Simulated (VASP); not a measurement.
Data:

```xyz
2
Lattice="0.0000 2.4531 2.4531 2.4531 0.0000 2.4531 2.4531 2.4531 0.0000" Properties=species:S:1:pos:R:3 pbc="T T T"
Ca     0.0000     0.0000     0.0000
O      2.4531     2.4531     2.4531
```

Method: PBE GGA, VASP's PBE PAW potentials (set 64) (plane waves; VASP 6.6.1). Numerical set-up: EDIFF = 1E-2, 520 eV cut-off, 8×8×8 Γ-centred mesh, Gaussian smearing of 0.050 eV, potentials Ca_sv O.

Estimate the energy per atom (σ→0), pressure, band gap (on the k-mesh) with the smallest direct gap where there is one.

```yaml
band gap (on the k-mesh): 3.76 eV
smallest direct gap (on the k-mesh): 4.13 eV
energy per atom (σ→0): -6.397 eV/atom
pressure: 2.30 GPa
```

Total energies compare only between runs with the same potentials, cut-off and functional.

The compound is CaO in the rock salt structure. The cell was not relaxed at this level. The run is one of a series of settings (EDIFF = 1E-2 against the base run), some of them coarse on purpose.
